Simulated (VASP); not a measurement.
Here is the system:

```xyz
3
Lattice="0.0000 2.7652 2.7652 2.7652 0.0000 2.7652 2.7652 2.7652 0.0000" Properties=species:S:1:pos:R:3 pbc="T T T"
Ca     0.0000     0.0000     0.0000
F      1.3826     1.3826     1.3826
F      4.1478     4.1478     4.1478
```

Level of theory: PBE GGA, VASP's PBE PAW potentials (set 64) (plane waves; VASP). Run with 400 eV cut-off, 8×8×8 Γ-centred mesh, Fermi-Dirac smearing of 0.010 eV, potentials Ca_sv F.

At this cut-off the stress carries a Pulay error, which pulls relaxed volumes low.

Give the stress tensor in GPa (positive for a compressed cell).

```
-8.84   0.00   0.00
 0.00  -8.84   0.00
 0.00   0.00  -8.84
```
The pressure is its mean diagonal, -8.84 GPa.

The structure is a typed CaF2 crystal (Fm-3m). The cell was not relaxed at this level.
